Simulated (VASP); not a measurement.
An input for Quantum ESPRESSO's pw.x (written as the equivalent of a VASP run, and not itself run):

```
&CONTROL
  calculation = 'scf'
  pseudo_dir = './pseudo'
  outdir = './out'
  tprnfor = .true.
  tstress = .true.
/
&SYSTEM
  ibrav = 0
  nat = 12
  ntyp = 2
  ecutwfc = 70
  occupations = 'tetrahedra'
  input_dft = 'pbesol'
/
&ELECTRONS
  conv_thr = 7.3e-09
  electron_maxstep = 100
/
ATOMIC_SPECIES
  Hg 200.592 Hg.upf
  I 126.904 I.upf
CELL_PARAMETERS angstrom
     7.4032697    0.0000000    0.0000000
     0.0000000    7.4032697    0.0000000
     0.0000000    0.0000000    7.4032697
ATOMIC_POSITIONS crystal
  Hg   0.0000000  0.0000000  0.0000000
  Hg   0.5000000  0.5000000  0.0000000
  Hg   0.0000000  0.5000000  0.5000000
  Hg   0.5000000  0.0000000  0.5000000
  I    0.3467504  0.3467504  0.3467504
  I    0.8467504  0.1532496  0.6532496
  I    0.6532496  0.8467504  0.1532496
  I    0.1532496  0.6532496  0.8467504
  I    0.6532496  0.6532496  0.6532496
  I    0.1532496  0.8467504  0.3467504
  I    0.3467504  0.1532496  0.8467504
  I    0.8467504  0.3467504  0.1532496
K_POINTS automatic
  5 5 5 0 0 0
```

Write the VASP files for the same calculation (PBEsol).

One answer among several that fit: 
POSCAR:
```
HgI2
1
    7.4032697153     0.0000000000     0.0000000000
    0.0000000000     7.4032697153     0.0000000000
    0.0000000000     0.0000000000     7.4032697153
Hg I
4 8
Direct
  0.0000000000   0.0000000000   0.0000000000
  0.5000000000   0.5000000000   0.0000000000
  0.0000000000   0.5000000000   0.5000000000
  0.5000000000   0.0000000000   0.5000000000
  0.3467504425   0.3467504425   0.3467504425
  0.8467504425   0.1532495575   0.6532495575
  0.6532495575   0.8467504425   0.1532495575
  0.1532495575   0.6532495575   0.8467504425
  0.6532495575   0.6532495575   0.6532495575
  0.1532495575   0.8467504425   0.3467504425
  0.3467504425   0.1532495575   0.8467504425
  0.8467504425   0.3467504425   0.1532495575
```

### KPOINTS
```
Automatic mesh
0
Gamma
5 5 5
0 0 0
```

### INCAR
```
ALGO=Normal
EDIFF=1E-7
ENCUT=400
GGA=PS
ISIF=2
ISMEAR=-5
LASPH=.True.
LCHARG=.True.
LEFG=.True.
LMAXMIX=6
LORBIT=11
LREAL=.False.
LWAVE=.False.
NEDOS=601
NELM=100
PREC=Accurate
SYSTEM=HgI2
```

POTCAR, in this order: Hg I (PBE.64 set). Program: vasp_std.

What does not carry over: the potentials are each code's own (VASP's PAW set, PseudoDojo norm-conserving files in pw.x), so ENCUT and ecutwfc are chosen apart and not converted; conv_thr bounds pw.x's estimated SCF error, while EDIFF bounds the energy change between steps; the field gradients of LEFG aren't asked of the other code.

The structure was generated: HgI2 was put into the pyrite type (Pa-3), which need not be its known phase. It was relaxed first, which changed the volume by +10 %.
